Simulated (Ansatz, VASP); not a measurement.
# PtS2 in two plane-wave programs, part 2 of 2

Wanted: the spread between two codes on one cell, functional and k mesh. The cell is taken from a series of runs on this material, whose earlier steps may have relaxed, scaled, displaced or heated it; both programs get it as it stands.

VASP 6.6.1 and Ansatz 0.2.0.

So far: The structure; Ansatz: zone-centre phonons, PBE with D3(BJ).

## (3) VASP: zone-centre phonons, PBE with D3(BJ)

Level of this step: PBE with D3(BJ); plane waves and PAW (S, Pt) (VASP).

The same cell, functional, mesh and smearing now go to VASP, with its own data sets.

Lines of VASP's logs that name or quote its potential files are left out, and so is its time.

Input file INCAR:

```
SYSTEM = PtS2
PREC = Accurate
ENCUT = 500
EDIFF = 1E-08
NELM = 120
ISMEAR = 0
SIGMA = 0.01
LREAL = .FALSE.
ALGO = Normal
GGA = PE
IVDW = 12
NBANDS = 17
LASPH = .TRUE.
LORBIT = 11
LWAVE = .FALSE.
LCHARG = .FALSE.
ISIF = 2
IBRION = 6
NFREE = 2
POTIM = 0.015
NSW = 1
GGA_COMPAT = .FALSE.
KPAR = 2
```

Input file POSCAR:

```
PtS2
1.0
    3.6547476826      0.0000000000      0.0000000000
   -1.8273738413      3.1651043376      0.0000000000
    0.0000000000      0.0000000000      4.5299722319
S Pt
2 1
Direct
    0.3333333333      0.6666666667      0.2578763277
    0.6666666667      0.3333333333      0.7421236723
    0.0000000000      0.0000000000      0.0000000000
```

Input file KPOINTS:

```
Automatic mesh
0
Gamma
12 12 8
0 0 0
```

The projector-augmented-wave data sets are S and Pt (PBE family, release 64).

Launch:

```sh
mpirun -np 2 vasp_std
```

Numbers of over 12 decimals in the logs are rounded to 6 here.

The log of the run:

```text
[banner, memory and clock lines left out]
running    2 mpi-ranks, on    1 nodes
 distrk:  each k-point on    1 cores,    2 groups
 distr:  one band on    1 cores,    1 groups

 POSCAR found type information on POSCAR S Pt
 POSCAR found :  2 types and       3 ions
 LDA part: xc-table for (Slater+PW92), standard interpolation
 POSCAR, INCAR and KPOINTS ok, starting setup
 FFT: planning ... GRIDC
 FFT: planning ... GRID_SOFT
 FFT: planning ... GRID
 WAVECAR not read
 entering main loop
       N       E                     dE             d eps       ncg     rms          rms(c)
DAV:   1     0.106692430852E+03    0.10669E+03   -0.10278E+04  4566   0.112E+03
DAV:   2    -0.118522467370E+02   -0.11854E+03   -0.11507E+03  5571   0.224E+02
DAV:   3    -0.165401032217E+02   -0.46879E+01   -0.46575E+01  5600   0.461E+01
DAV:   4    -0.165872307373E+02   -0.47128E-01   -0.47102E-01  5921   0.507E+00
DAV:   5    -0.165879191208E+02   -0.68838E-03   -0.68833E-03  5832   0.593E-01    0.171E+01
DAV:   6    -0.156123690912E+02    0.97555E+00   -0.73538E+00  4531   0.258E+01    0.124E+01
DAV:   7    -0.153108196830E+02    0.30155E+00   -0.14104E+00  4565   0.120E+01    0.571E+00
DAV:   8    -0.152983064344E+02    0.12513E-01   -0.79849E-02  5033   0.191E+00    0.138E+00
DAV:   9    -0.152947689626E+02    0.35375E-02   -0.97979E-03  5736   0.101E+00    0.245E-01
DAV:  10    -0.152948891439E+02   -0.12018E-03   -0.14074E-03  5266   0.242E-01    0.885E-02
DAV:  11    -0.152949395123E+02   -0.50368E-04   -0.54166E-05  5599   0.611E-02    0.430E-02
DAV:  12    -0.152949419931E+02   -0.24807E-05   -0.90804E-06  5527   0.259E-02    0.750E-03
DAV:  13    -0.152949424969E+02   -0.50380E-06   -0.97549E-07  5498   0.761E-03    0.225E-03
DAV:  14    -0.152949425652E+02   -0.68334E-07   -0.11714E-07  5803   0.283E-03    0.554E-04
DAV:  15    -0.152949425804E+02   -0.15155E-07   -0.43574E-09  4148   0.471E-04    0.270E-04
DAV:  16    -0.152949425825E+02   -0.21619E-08   -0.32682E-09  3353   0.421E-04
   1 F= -.16635600E+02 E0= -.16635591E+02  d E =-.184033E-04
[... from here on, the cycles between the ionic steps are left out ...]
   2 F= -.16634661E+02 E0= -.16634655E+02  d E =-.118762E-04
   3 F= -.16634661E+02 E0= -.16634655E+02  d E =-.118791E-04
   4 F= -.16633859E+02 E0= -.16633849E+02  d E =-.184033E-04
   5 F= -.16634963E+02 E0= -.16634954E+02  d E =-.184033E-04
   6 F= -.16633949E+02 E0= -.16633940E+02  d E =-.183384E-04
   7 F= -.16633949E+02 E0= -.16633940E+02  d E =-.183384E-04
   8 F= -.16633616E+02 E0= -.16633607E+02  d E =-.184033E-04
 Finite differences progress:
  Degree of freedom:   4/  4
  Displacement:        1/  2
  Total:               7/  8
 bond charge predicted
       N       E                     dE             d eps       ncg     rms          rms(c)
DAV:   1    -0.152873396169E+02    0.56207E-02   -0.48459E+00  4464   0.115E+01    0.508E-01
DAV:   2    -0.152938010981E+02   -0.64615E-02   -0.66251E-02  5374   0.184E+00    0.236E-01
DAV:   3    -0.152931637275E+02    0.63737E-03   -0.17425E-03  5623   0.274E-01    0.145E-01
DAV:   4    -0.152929546995E+02    0.20903E-03   -0.11761E-03  5132   0.184E-01    0.404E-02
DAV:   5    -0.152929632184E+02   -0.85189E-05   -0.39968E-05  5555   0.450E-02    0.170E-02
DAV:   6    -0.152929603258E+02    0.28926E-05   -0.11326E-05  5291   0.231E-02    0.754E-03
DAV:   7    -0.152929603818E+02   -0.56010E-07   -0.40574E-06  5634   0.121E-02    0.406E-03
DAV:   8    -0.152929603163E+02    0.65511E-07   -0.64610E-07  4863   0.467E-03    0.628E-04
DAV:   9    -0.152929603201E+02   -0.37862E-08   -0.14116E-08  4730   0.912E-04
   9 F= -.16633616E+02 E0= -.16633607E+02  d E =-.184033E-04
 Finite differences progress:
  Degree of freedom:   4/  4
  Displacement:        2/  2
  Total:               8/  8
```

Parts of OUTCAR (step 3):

```text
ion  position               nearest neighbor table
   1  0.333  0.667  0.258-   3 2.41   3 2.41   3 2.41
   2  0.667  0.333  0.742-   3 2.41   3 2.41   3 2.41
   3  0.000  0.000  0.000-   1 2.41   2 2.41   2 2.41   1 2.41   2 2.41   1 2.41

  LATTYP: Found a hexagonal cell.
 ALAT       =     3.6547476826
 C/A-ratio  =     1.2394760529

 Subroutine GETGRP returns: Found 12 space group operations
 (whereof 12 operations were pure point group operations)

The static configuration has the point symmetry D_3d.

 Found    131 irreducible k-points:

   k-points           NKPTS =    131   k-points in BZ     NKDIM =    131   number of bands    NBANDS=     17

   dimension x,y,z NGX =    28 NGY =   28 NGZ =   36
   dimension x,y,z NGXF=    56 NGYF=   56 NGZF=   72

   ENCUT  =  500.0 eV  36.75 Ry    6.06 a.u.   6.66  6.66  8.26*2*pi/ulx,y,z

   NELECT =      22.0000    total number of electrons

 k-points in reciprocal lattice and weights: Automatic mesh
   0.00000000  0.00000000  0.00000000       0.001
   0.08333333  0.00000000  0.00000000       0.005
   0.16666667  0.00000000  0.00000000       0.005
   0.25000000  0.00000000  0.00000000       0.005
   0.33333333  0.00000000  0.00000000       0.005
   0.41666667  0.00000000  0.00000000       0.005
   0.50000000  0.00000000  0.00000000       0.003
   0.08333333  0.08333333  0.00000000       0.005
   0.16666667  0.08333333  0.00000000       0.010
[...]
0.33333333  0.25000000  0.50000000       0.010
   0.33333333  0.33333333  0.50000000       0.002

 Edisp (eV)   -1.34066

 average (electrostatic) potential at core
       1 -84.9057       2 -84.9379       3 -67.6836

 E-fermi :   7.7624

 k-point     1 :       0.0000    0.0000    0.0000
  band No.  band energies     occupation
    ...
      6       3.6731      2.00000
      7       3.6731      2.00000
      8       5.4821      2.00000
      9       6.1326      2.00000
     10       6.1326      2.00000
     11       7.9161      0.00000
     12       8.8395      0.00000
     13       8.8395      0.00000
     14      11.2561      0.00000
     15      12.5424      0.00000
    ...

 k-point     2 :       0.0833    0.0000    0.0000
  band No.  band energies     occupation
    ...
      7       3.6049      2.00000
      8       5.1890      2.00000
      9       6.0622      2.00000
     10       6.0794      2.00000
     11       7.6118      2.00000
     12       8.8840      0.00000
     13       8.9147      0.00000
     14      11.7265      0.00000
     15      12.8705      0.00000
     16      14.8549      0.00000
    ...

 k-point     3 :       0.1667    0.0000    0.0000
  band No.  band energies     occupation
    ...
      7       3.4471      2.00000
      8       4.6120      2.00000
      9       5.8768      2.00000
     10       5.8966      2.00000
     11       7.0043      2.00000
     12       9.0450      0.00000
     13       9.0552      0.00000
     14      12.5898      0.00000
     15      13.4517      0.00000
     16      14.8564      0.00000
    ...

 Edisp (eV)   -1.34066

  Total      -1.73063    -1.73063    -0.08851     0.00000     0.00000     0.00000
  in kB     -52.91446   -52.91446    -2.70613     0.00000     0.00000     0.00000
  external pressure =      -36.18 kB  Pullay stress =        0.00 kB

  energy-cutoff  :      500.00
  volume of cell :       52.40
      direct lattice vectors                 reciprocal lattice vectors
     3.654747683  0.000000000  0.000000000     0.273616700  0.157972675  0.000000000
    -1.827373841  3.165104338  0.000000000     0.000000000  0.315945351  0.000000000
     0.000000000  0.000000000  4.529972232     0.000000000  0.000000000  0.220751905

 POSITION                                       TOTAL-FORCE (eV/Angst)
 -----------------------------------------------------------------------------------
     -0.00000      2.11007      1.16817        -0.000000     -0.000000     -0.167499
      1.82737      1.05503      3.36180         0.000000      0.000000     -0.096885
      0.00000      0.00000     -0.01500         0.000000      0.000000      0.264384
 -----------------------------------------------------------------------------------
    total drift:                                0.000000     -0.000000     -0.000057

  FREE ENERGIE OF THE ION-ELECTRON SYSTEM (eV)
  ---------------------------------------------------
  free  energy   TOTEN  =       -16.6336164283 eV

  energy  without entropy=      -16.6335980250  energy(sigma->0) =      -16.63360723

 Eigenvectors and eigenvalues of the dynamical matrix
 ----------------------------------------------------

   1 f  =    9.690454 THz    60.886916 2PiTHz  323.238739 cm-1    40.076478 meV
             X         Y         Z           dx          dy          dz
     -0.000000  2.110070  1.168173    -0.000000    0.000000    0.707107
      1.827374  1.055035  3.361800     0.000000   -0.000000   -0.707107
      0.000000  0.000000  0.000000     0.000000   -0.000000    0.000000

   2 f  =    9.448508 THz    59.366730 2PiTHz  315.168318 cm-1    39.075874 meV
             X         Y         Z           dx          dy          dz
     -0.000000  2.110070  1.168173    -0.000000    0.000000   -0.613443
      1.827374  1.055035  3.361800    -0.000000    0.000000   -0.613443
      0.000000  0.000000  0.000000     0.000000   -0.000000    0.497368

   3 f  =    8.620626 THz    54.164989 2PiTHz  287.553120 cm-1    35.652027 meV
             X         Y         Z           dx          dy          dz
     -0.000000  2.110070  1.168173     0.000000   -0.613391   -0.000000
      1.827374  1.055035  3.361800     0.000000   -0.613391   -0.000000
      0.000000  0.000000  0.000000    -0.000000    0.497496    0.000000

   4 f  =    8.620626 THz    54.164989 2PiTHz  287.553120 cm-1    35.652027 meV
             X         Y         Z           dx          dy          dz
     -0.000000  2.110070  1.168173    -0.613391    0.000000   -0.000000
      1.827374  1.055035  3.361800    -0.613391   -0.000000    0.000000
      0.000000  0.000000  0.000000     0.497496   -0.000000    0.000000

   5 f  =    8.466593 THz    53.197170 2PiTHz  282.415130 cm-1    35.014998 meV
             X         Y         Z           dx          dy          dz
     -0.000000  2.110070  1.168173     0.000000    0.707107   -0.000000
      1.827374  1.055035  3.361800     0.000000   -0.707107    0.000000
      0.000000  0.000000  0.000000    -0.000000    0.000000    0.000000

   6 f  =    8.466593 THz    53.197170 2PiTHz  282.415130 cm-1    35.014998 meV
             X         Y         Z           dx          dy          dz
     -0.000000  2.110070  1.168173     0.707107   -0.000000    0.000000
      1.827374  1.055035  3.361800    -0.707107    0.000000   -0.000000
      0.000000  0.000000  0.000000    -0.000000    0.000000    0.000000

   7 f/i=    0.000394 THz     0.002477 2PiTHz    0.013147 cm-1     0.001630 meV
             X         Y         Z           dx          dy          dz
     -0.000000  2.110070  1.168173     0.000000    0.000000    0.351693
      1.827374  1.055035  3.361800     0.000000    0.000000    0.351693
      0.000000  0.000000  0.000000     0.000000    0.000000    0.867539

   8 f/i=    0.000907 THz     0.005697 2PiTHz    0.030243 cm-1     0.003750 meV
             X         Y         Z           dx          dy          dz
     -0.000000  2.110070  1.168173     0.351783   -0.000000   -0.000000
      1.827374  1.055035  3.361800     0.351783   -0.000000    0.000000
      0.000000  0.000000  0.000000     0.867466   -0.000000    0.000000

   9 f/i=    0.000907 THz     0.005697 2PiTHz    0.030243 cm-1     0.003750 meV
             X         Y         Z           dx          dy          dz
     -0.000000  2.110070  1.168173    -0.000000   -0.351783    0.000000
      1.827374  1.055035  3.361800    -0.000000   -0.351783    0.000000
      0.000000  0.000000  0.000000    -0.000000   -0.867466    0.000000

 ELASTIC MODULI CONTR FROM IONIC RELAXATION (kBar)
 Direction    XX          YY          ZZ          XY          YZ          ZX
 --------------------------------------------------------------------------------
 XX        -568.4581   -398.8862   -575.4365     -0.0000    206.7406      0.0000
 YY        -398.8862   -568.4581   -575.4365      0.0000   -206.7406     -0.0000
 ZZ        -575.4365   -575.4365   -684.6109      0.0000      0.0000     -0.0000
 XY          -0.0000      0.0000      0.0000    -84.7859      0.0000    206.7410
 YZ         206.7406   -206.7406      0.0000      0.0000   -504.1127     -0.0000
 ZX           0.0000     -0.0000     -0.0000    206.7410     -0.0000   -504.1149
 --------------------------------------------------------------------------------

 total charge
# of ion       s       p       d       tot
------------------------------------------
    1        1.368   2.245   0.000   3.614
    2        1.368   2.245   0.000   3.614
    3        0.681   0.738   7.966   9.385
--------------------------------------------------
tot          3.418   5.228   7.966  16.612

[... 3 further parts left out ...]
```

CONTCAR:

```
PtS2
   1.00000000000000
     3.6547476826000000    0.0000000000000000    0.0000000000000000
    -1.8273738413000000    3.1651043375999999    0.0000000000000000
     0.0000000000000000    0.0000000000000000    4.5299722319000004
  S               Pt
     2     1
Direct
     0.3333333332999970    0.6666666667000030    0.2578763277000036
     0.6666666667000030    0.3333333332999970    0.7421236722999964
     0.0000000000000000    0.0000000000000000   -0.0033112785756986
```

The last energy, forces, stress and levels in OUTCAR belong to the last displaced cell, not to the cell of POSCAR.

Levels, forces or a CONTCAR printed for this step are those of its last displaced cell, not of the structure at rest.

## (4) Differences

Known differences besides the potentials themselves: the data sets hold 30 valence electrons in Ansatz (on its PAW soft_1 files) and 22 in VASP; the cutoff is 420 eV in Ansatz and 500 eV in VASP; Ansatz takes the dispersion share of the force constants at frozen C6 weights, VASP differentiates the full forces; VASP uses finite displacements, Ansatz perturbation theory. Total energies have different zeros and are not compared.

The two programs side by side:

```csv
quantity,Ansatz,VASP,difference
optical mode 1 to 2 (cm⁻¹),281.7,282.4,-0.25 %
optical mode 3 to 4 (cm⁻¹),288.2,287.6,+0.24 %
optical mode 5 (cm⁻¹),315.0,315.2,-0.05 %
optical mode 6 (cm⁻¹),323.9,323.2,+0.21 %
```

Modes are paired by rising frequency, not by their patterns, so a pair may set unlike modes beside each other; they are those without the splitting of longitudinal modes.

## (5) Outcome

```
r.m.s. difference of the optical zone-centre modes, each program's sorted by frequency (zone-centre phonons, PBE with D3(BJ)) : 0.63 cm⁻¹
```

What this shows: The r.m.s. difference of the optical zone-centre modes, each program's sorted by frequency is 0.63 cm⁻¹ (zone-centre phonons, PBE with D3(BJ)). The data sets hold unlike numbers of valence electrons (30 in Ansatz and 22 in VASP), so part of the differences comes from the potentials. Such differences can come from data sets, numerical settings and the points named under the comparisons, not from the functional's error against experiment.

[Lines on the potential files, build, host, timing and source positions are cut from VASP's logs without a mark.]

[Logs are printed without paths, hosts, clocks, repeated set-up lines and the standing remarks that a program may print on its own settings, such as how far it seeks lower states.]

[Hosts, paths, dates, database ids (printed as entryN), source tags and the programs' standing remarks are cut or masked in the printed files.]
